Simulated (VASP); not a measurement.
Consider the following.

```xyz
1
Lattice="-1.5734 1.5734 1.5734 1.5734 -1.5734 1.5734 1.5734 1.5734 -1.5734" Properties=species:S:1:pos:R:3 pbc="T T T"
Mo     0.0000     0.0000     0.0000
```

Method: r2SCAN+rVV10 with spin-orbit coupling, VASP's PBE PAW potentials (set 64) (plane waves; VASP). Numerical set-up: 400 eV cut-off, 15×15×15 Γ-centred mesh, Gaussian smearing of 0.050 eV, potentials Mo_sv.

Question: Predict the energy per atom (σ→0), band gap (over mesh and band path) with the smallest direct gap where there is one.

Answer: 
```
Property                                                              Result
----------------------------------  ----------------------------------------
band gap (over mesh and band path)  none (metal, semimetal or under 0.01 eV)
energy per atom (σ→0)                                        -25.954 eV/atom
```

Total energies compare only between runs with the same potentials, cut-off and functional.

The structure comes from a measured Mo entry (Im-3m) of the Crystallography Open Database, whose conditions weren't checked. It was relaxed first.
